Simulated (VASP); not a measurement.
Computed with PBE GGA with D4 dispersion, VASP's PBE PAW potentials (set 64) (plane waves; VASP).

VASP ran on this input.

File POSCAR:
```
CoAl
1
    2.8600000000     0.0000000000     0.0000000000
    0.0000000000     2.8600000000     0.0000000000
    0.0000000000     0.0000000000     2.8600000000
Al Co
1 1
Direct
  0.5000000000   0.5000000000   0.5000000000
  0.0000000000   0.0000000000   0.0000000000
```

### KPOINTS
```
Regular mesh
0
gamma
11 11 11
0 0 0
```

**INCAR**
```
SYSTEM = CoAl
PREC = Accurate
ENCUT = 520
EDIFF = 1E-6
NELM = 100
ALGO = Normal
LREAL = .FALSE.
LASPH = .TRUE.
ISMEAR = 1
SIGMA = 0.1
GGA = PE
IVDW = 13
LMAXMIX = 4
LWAVE = .FALSE.
LCHARG = .FALSE.
IBRION = 2
ISIF = 3
NSW = 60
EDIFFG = -0.01
```

POTCAR, in this order: Al Co (PBE.64 set). Program: vasp_std.

Output

**OUTCAR**
```
 ion  position               nearest neighbor table
   1  0.500  0.500  0.500-   2 2.48   2 2.48   2 2.48   2 2.48   2 2.48   2 2.48   2 2.48   2 2.48
  LATTYP: Found a simple cubic cell.
 ALAT       =     2.8600000000
 Subroutine PRICEL returns:
 Original cell was already a primitive cell.
 Subroutine GETGRP returns: Found 48 space group operations
The static configuration has the point symmetry O_h .
The dynamic configuration has the point symmetry O_h .
 Subroutine INISYM returns: Found 48 space group operations
 Subroutine IBZKPT returns following result:
 Found     56 irreducible k-points:

 Following reciprocal coordinates:
            Coordinates               Weight
  0.000000  0.000000  0.000000      1.000000
  0.090909  0.000000  0.000000      6.000000
  0.181818  0.000000  0.000000      6.000000
  0.272727  0.000000  0.000000      6.000000
  0.363636  0.000000  0.000000      6.000000
  0.454545  0.000000  0.000000      6.000000
  0.090909  0.090909  0.000000     12.000000
  0.181818  0.090909  0.000000     24.000000
  0.272727  0.090909  0.000000     24.000000
  0.363636  0.090909  0.000000     24.000000
...
```

**OSZICAR**
```
       N       E                     dE             d eps       ncg     rms          rms(c)
DAV:   1     0.359778314326E+02    0.35978E+02   -0.53856E+03  1120   0.127E+03
DAV:   2    -0.124086390688E+02   -0.48386E+02   -0.46067E+02  1134   0.190E+02
DAV:   3    -0.136322545376E+02   -0.12236E+01   -0.12130E+01  1300   0.398E+01
DAV:   4    -0.136553497121E+02   -0.23095E-01   -0.23086E-01  1366   0.496E+00
DAV:   5    -0.136560150061E+02   -0.66529E-03   -0.66528E-03  1302   0.807E-01    0.125E+01
DAV:   6    -0.165864638440E+02   -0.29304E+01   -0.74598E+01  1272   0.128E+02    0.180E+01
DAV:   7    -0.120018958887E+02    0.45846E+01   -0.33522E+01  1238   0.819E+01    0.183E+00
DAV:   8    -0.119989790935E+02    0.29168E-02   -0.23339E-01  1162   0.425E+00    0.120E+00
DAV:   9    -0.119852393438E+02    0.13740E-01   -0.45159E-02  1360   0.303E+00    0.315E-01
DAV:  10    -0.119846838571E+02    0.55549E-03   -0.18195E-03  1488   0.596E-01    0.131E-01
DAV:  11    -0.119846774793E+02    0.63778E-05   -0.64304E-05  1580   0.101E-01    0.362E-02
DAV:  12    -0.119846679472E+02    0.95321E-05   -0.52867E-05  1340   0.105E-01    0.523E-03
DAV:  13    -0.119846679563E+02   -0.90347E-08   -0.49309E-07   608   0.702E-03
   1 F= -.12854758E+02 E0= -.12854571E+02  d E =-.128548E+02
       N       E                     dE             d eps       ncg     rms          rms(c)
DAV:   1    -0.130408937036E+02   -0.10562E+01   -0.15719E+01  1216   0.684E+01    0.964E+00
DAV:   2    -0.144443021618E+02   -0.14034E+01   -0.42463E+01  1276   0.995E+01    0.126E+01
DAV:   3    -0.119495654425E+02    0.24947E+01   -0.19752E+01  1236   0.647E+01    0.176E+00
DAV:   4    -0.119361590848E+02    0.13406E-01   -0.12851E-01  1168   0.339E+00    0.114E+00
DAV:   5    -0.119240061185E+02    0.12153E-01   -0.39868E-02  1484   0.246E+00    0.294E-01
DAV:   6    -0.119237580420E+02    0.24808E-03   -0.13032E-03  1248   0.566E-01    0.862E-02
DAV:   7    -0.119237599843E+02   -0.19423E-05   -0.20212E-05  1302   0.510E-02    0.247E-02
DAV:   8    -0.119237546452E+02    0.53391E-05   -0.28287E-05  1294   0.782E-02    0.529E-03
DAV:   9    -0.119237548802E+02   -0.23502E-06   -0.39940E-07   564   0.742E-03
   2 F= -.12858300E+02 E0= -.12858001E+02  d E =-.354125E-02
       N       E                     dE             d eps       ncg     rms          rms(c)
DAV:   1    -0.122280513606E+02   -0.30430E+00   -0.36544E+00  1200   0.339E+01    0.444E+00
DAV:   2    -0.125956758714E+02   -0.36762E+00   -0.10545E+01  1272   0.477E+01    0.618E+00
DAV:   3    -0.119792346740E+02    0.61644E+00   -0.41963E+00  1294   0.315E+01    0.749E-01
DAV:   4    -0.119743119612E+02    0.49227E-02   -0.15027E-02  1124   0.136E+00    0.365E-01
DAV:   5    -0.119727642132E+02    0.15477E-02   -0.41505E-03  1670   0.707E-01    0.559E-02
DAV:   6    -0.119727786029E+02   -0.14390E-04   -0.84380E-05  1202   0.141E-01    0.149E-02
DAV:   7    -0.119727767631E+02    0.18398E-05   -0.51367E-06  1216   0.383E-02    0.340E-03
DAV:   8    -0.119727768147E+02   -0.51641E-07   -0.88824E-07   560   0.136E-02
   3 F= -.12876364E+02 E0= -.12876097E+02  d E =-.216051E-01
```

**OUTCAR**
```
------------------------ aborting loop because EDIFF is reached ----------------------------------------
  Edisp (eV):   -0.90359
  FORCE on cell =-STRESS in cart. coord.  units (eV):
  Direction    XX          YY          ZZ          XY          YZ          ZX
  --------------------------------------------------------------------------------------
  Total      -0.00112    -0.00112    -0.00112    -0.00000     0.00000    -0.00000
  in kB      -0.07977    -0.07977    -0.07977    -0.00000     0.00000    -0.00000
  external pressure =       -0.08 kB  Pullay stress =        0.00 kB
  volume of cell :       22.47
      direct lattice vectors                 reciprocal lattice vectors
     2.821821259 -0.000000000  0.000000000     0.354381057  0.000000000 -0.000000000
    -0.000000000  2.821821259 -0.000000000     0.000000000  0.354381057  0.000000000
     0.000000000 -0.000000000  2.821821259    -0.000000000  0.000000000  0.354381057
 POSITION                                       TOTAL-FORCE (eV/Angst)
 -----------------------------------------------------------------------------------
      1.41091      1.41091      1.41091        -0.000000      0.000000      0.000000
      0.00000      0.00000      0.00000         0.000000     -0.000000      0.000000
 -----------------------------------------------------------------------------------
    total drift:                                0.000000      0.000000      0.000000
  FREE ENERGIE OF THE ION-ELECTRON SYSTEM (eV)
  ---------------------------------------------------
  free  energy   TOTEN  =       -12.8763635265 eV

  energy  without entropy=      -12.8755650003  energy(sigma->0) =      -12.87609735

 reached required accuracy - stopping structural energy minimisation
```
(Selected blocks of OUTCAR.)

### CONTCAR
```
CoAl
   1.00000000000000
     2.8218212594366880   -0.0000000000000000    0.0000000000000000
    -0.0000000000000000    2.8218212594366880   -0.0000000000000000
     0.0000000000000000   -0.0000000000000000    2.8218212594366880
  Al              Co
     1     1
Direct
     0.5000000000000000    0.5000000000000000    0.5000000000000000
     0.0000000000000000    0.0000000000000000    0.0000000000000000
```

**OUTCAR**
```
 val. band max:       10.9990055620   @ k =   0.4545   0.3636   0.0000

 cond. band min:      11.0361161712   @ k =   0.4545   0.3636   0.3636


 Fermi energy:        11.0085433514

 k-point     1 :       0.0000    0.0000    0.0000
  band No.  band energies     occupation
      1      -0.2983      2.00000
      2       7.8803      2.00000
      3       7.8803      2.00000
      4      10.0962      2.00000
      5      10.0962      2.00000
      6      10.0962      2.00000
      7      17.0978      0.00000
      8      17.0978      0.00000
      9      17.0978      0.00000
     10      19.8362      0.00000

 k-point     2 :       0.0909    0.0000    0.0000
  band No.  band energies     occupation
      1      -0.1384      2.00000
      2       7.8641      2.00000
      3       7.9254      2.00000
      4      10.0100      2.00000
      5      10.0100      2.00000
      6      10.1053      2.00000
      7      15.7366      0.00000
      8      17.3201      0.00000
      9      17.3201      0.00000
     10      19.8109      0.00000

 k-point     3 :       0.1818    0.0000    0.0000
  band No.  band energies     occupation
      1       0.3369      2.00000
      2       7.7396      2.00000
      3       8.0493      2.00000
      4       9.7940      2.00000
      5       9.7940      2.00000
      6      10.1300      2.00000
      7      13.7729      0.00000
      8      17.9462      0.00000
      9      17.9462      0.00000
     10      19.7372      0.00000

 k-point     4 :       0.2727    0.0000    0.0000
  band No.  band energies     occupation
      1       1.1129      2.00000
      2       7.2716      2.00000
      3       8.2187      2.00000
      4       9.5383      2.00000
      5       9.5383      2.00000
      6      10.1625      2.00000
      7      12.2480     -0.00000
      8      18.8913      0.00000
      9      18.8913      0.00000
     10      19.6267      0.00000

 k-point     5 :       0.3636    0.0000    0.0000
...
```

Energy and stress use the plane-wave basis of the starting cell.

The compound is CoAl in the CsCl type structure. This run relaxes it. Symmetry was kept, so distortions that lower it aren't found. The run is not spin-polarised, so no magnetic state was tried.
